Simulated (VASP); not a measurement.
An input for Quantum ESPRESSO's pw.x (written as the equivalent of a VASP run, and not itself run):

```
&CONTROL
  calculation = 'scf'
  pseudo_dir = './pseudo'
  outdir = './out'
  tprnfor = .true.
  tstress = .true.
/
&SYSTEM
  ibrav = 0
  nat = 14
  ntyp = 2
  ecutwfc = 84
  occupations = 'smearing'
  smearing = 'fermi-dirac'
  degauss = 0.003675
  input_dft = 'pbe'
/
&ELECTRONS
  conv_thr = 7.3e-11
  electron_maxstep = 100
/
ATOMIC_SPECIES
  Hf 178.490 Hf.upf
  N 14.007 N.upf
CELL_PARAMETERS angstrom
    -3.3417700    3.3417700    3.3417700
     3.3417700   -3.3417700    3.3417700
     3.3417700    3.3417700   -3.3417700
ATOMIC_POSITIONS crystal
  Hf   0.8750000  0.2500000  0.1250000
  Hf   0.7500000  0.3750000  0.6250000
  Hf   0.6250000  0.7500000  0.3750000
  Hf   0.2500000  0.1250000  0.8750000
  Hf   0.1250000  0.8750000  0.2500000
  Hf   0.3750000  0.6250000  0.7500000
  N    0.5000000  0.0000000  0.6336600
  N    0.0000000  0.1336600  0.5000000
  N    0.8663400  0.8663400  0.8663400
  N    0.1336600  0.5000000  0.0000000
  N    0.0000000  0.6336600  0.5000000
  N    0.5000000  0.0000000  0.1336600
  N    0.6336600  0.5000000  0.0000000
  N    0.3663400  0.3663400  0.3663400
K_POINTS automatic
  7 7 7 0 0 0
```

Task: Translate this input to VASP (INCAR, KPOINTS, POSCAR, choice of POTCAR).

Result: Several could match; the one computed here: 
POSCAR:
```
Hf3N4
1
   -3.3417700000     3.3417700000     3.3417700000
    3.3417700000    -3.3417700000     3.3417700000
    3.3417700000     3.3417700000    -3.3417700000
Hf N
6 8
Direct
  0.8750000000   0.2500000000   0.1250000000
  0.7500000000   0.3750000000   0.6250000000
  0.6250000000   0.7500000000   0.3750000000
  0.2500000000   0.1250000000   0.8750000000
  0.1250000000   0.8750000000   0.2500000000
  0.3750000000   0.6250000000   0.7500000000
  0.5000000000   0.0000000000   0.6336600000
  0.0000000000   0.1336600000   0.5000000000
  0.8663400000   0.8663400000   0.8663400000
  0.1336600000   0.5000000000   0.0000000000
  0.0000000000   0.6336600000   0.5000000000
  0.5000000000   0.0000000000   0.1336600000
  0.6336600000   0.5000000000   0.0000000000
  0.3663400000   0.3663400000   0.3663400000
```

File KPOINTS:
```
Automatic mesh
0
Gamma
7 7 7
0 0 0
```

INCAR:
```
ALGO = Normal
EDIFF = 1E-09
ENCUT = 560
GGA = PE
ISIF = 2
ISMEAR = -1
LASPH = .True.
LCHARG = .False.
LMAXMIX = 6
LREAL = Auto
LWAVE = .False.
NELM = 100
PREC = Accurate
SIGMA = 0.05
SYSTEM = Hf3N4
```

POTCAR, in this order: Hf_pv N (PBE.64 set). Program: vasp_std.

What does not carry over: the potentials are each code's own (VASP's PAW set, PseudoDojo norm-conserving files in pw.x), so ENCUT and ecutwfc are chosen apart and not converted; conv_thr bounds pw.x's estimated SCF error, while EDIFF bounds the energy change between steps.

The structure comes from a computed database's Hf3N4 entry, a phase known from measurement. The cell was not relaxed at this level. The run is one of a series of settings (EDIFF = 1E-09, ENCUT = 560, KPOINTS 7×7×7 Γ-centred mesh against the base run), some of them coarse on purpose.
